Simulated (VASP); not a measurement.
YSi3O6, 10 atoms in the cell. Symmetry: C2, No. 5, monoclinic system. The conventional cell has a = 7.710 Å, b = 5.410 Å, c = 7.052 Å, α = 90.00°, β = 105.62°, γ = 90.00°. Around Si (site symmetry 2) lie 4 O at 1.56 to 1.61 Å. Around Si (site symmetry 1) lie 3 O at 1.45 to 1.53 Å. Y (site symmetry 2) is surrounded by 4 O at 2.26 to 2.59 Å. O (site symmetry 1) is surrounded by 2 Si at 1.45 to 1.56 Å. O (site symmetry 1) has 1 Si at 1.48 Å as nearest neighbours. O (site symmetry 1) has 2 Si at 1.53 to 1.61 Å as nearest neighbours. The cell was built by a generator and needn't be a form met in nature.

| Quantity | Value |
| --- | --- |
| Program | VASP 6.6.1 |
| Task | single point |
| Functional | PBE |
| Potentials or basis | VASP PAW PBE potentials, release 64 (Si, Y_sv, O) |
| Cutoff | 520 eV |
| k mesh | 4 × 4 × 3 |
| Occupations | fermi-dirac, width 0.0424 eV |
| Spin | no spin polarisation |
| Dipole correction | no |
| Further INCAR settings | ALGO = Fast; EDIFF = 1e-06; NBANDS = 40 |

Potentials or basis: VASP PAW PBE potentials, release 64 (Si, Y_sv, O).

The run is started by

```bash
$ cat potpaw_PBE.64/Si/POTCAR potpaw_PBE.64/Y_sv/POTCAR potpaw_PBE.64/O/POTCAR > POTCAR
$ mpirun -np 1 vasp_std > vasp.out
```

Hardware: 1 thread of Intel(R) Xeon(R) Platinum 8488C (Sapphire Rapids), on a shared host.

Q: How long does it take, and how much memory?

A: It took 3.1 min on 1 thread of Intel(R) Xeon(R) Platinum 8488C (Sapphire Rapids), with other jobs on the host, peak memory 0.3 GiB. Counts: scf iterations 22, k points 17.
